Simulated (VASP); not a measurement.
Input of a VASP 6.6.1 run:

INCAR

```
ALGO = Normal ; EDIFF = 1E-7
ENCUT = 520 ; ISIF = 2
ISMEAR = 0 ; ISPIN = 2
LASPH = T ; LCHARG = T
LDAU = T ; LDAUJ = 0 0
LDAUL = 3 -1 ; LDAUPRINT = 1
LDAUTYPE = 2 ; LDAUU = 4 0
LELF = T ; LMAXMIX = 6
LMIXTAU = T ; LORBIT = 11
LREAL = F ; LVHAR = T
LWAVE = F ; MAGMOM = 4 0
METAGGA = R2SCAN ; NBANDS = 22
NELM = 100 ; NUPDOWN = 3
PREC = Accurate ; SIGMA = 0.05
```

File KPOINTS:

```
k-points
0
Gamma
  6 6 5
```

The input POSCAR:

```
PmS
1.0
    3.7551346500      0.0000000000      0.0000000000
   -1.8775673200      3.2520420000      0.0000000000
    0.0000000000      0.0000000000      3.6648253700
Pm S
1 1
Direct
    0.0000000000      0.0000000000      0.0000000000
    0.6666666667      0.3333333333      0.5000000000
```

Potentials or basis: VASP PAW PBE potentials, release 64 (Pm, S).

Command:

```bash
$ cat potpaw_PBE.64/Pm/POTCAR potpaw_PBE.64/S/POTCAR > POTCAR
$ mpirun -np 1 vasp_std > vasp.out
```

(1) Estimate the pressure.

Results:

(1) 7.9 GPa.

Caveat: the magnetic or orbital state may not be the lowest; the PAW data sets were made with another functional, which shifts forces and pressure a little; the total moment is fixed, so each spin has its own Fermi level.
